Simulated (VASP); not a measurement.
Input:

```
Pb
1.0
    0.00000     2.46425     2.46425
    2.46425     0.00000     2.46425
    2.46425     2.46425     0.00000
Pb
1
Direct
  0.00000   0.00000   0.00000
```

Method: PBEsol GGA, VASP's PBE PAW potentials (set 64) (plane waves; VASP). Run with 400 eV cut-off, Gaussian smearing of 0.050 eV, potentials Pb_d.

Give the energies of bands 6 to 9 at the high-symmetry points, in eV from the Fermi level.

```json
[
 {"band": "6", "Γ": "-11.91", "X": "-6.76", "U": "-6.85", "L": "-8.20", "W": "-6.65"},
 {"band": "7", "Γ": "7.46", "X": "-3.39", "U": "-2.39", "L": "-4.34", "W": "-1.46"},
 {"band": "8", "Γ": "7.46", "X": "2.00", "U": "-1.32", "L": "5.59", "W": "-1.46"},
 {"band": "9", "Γ": "7.46", "X": "2.00", "U": "2.94", "L": "5.59", "W": "0.19"}
]
```

It has no gap at this level: it comes out as a metal or semimetal.

The compound is Pb in the fcc structure. It was relaxed first.
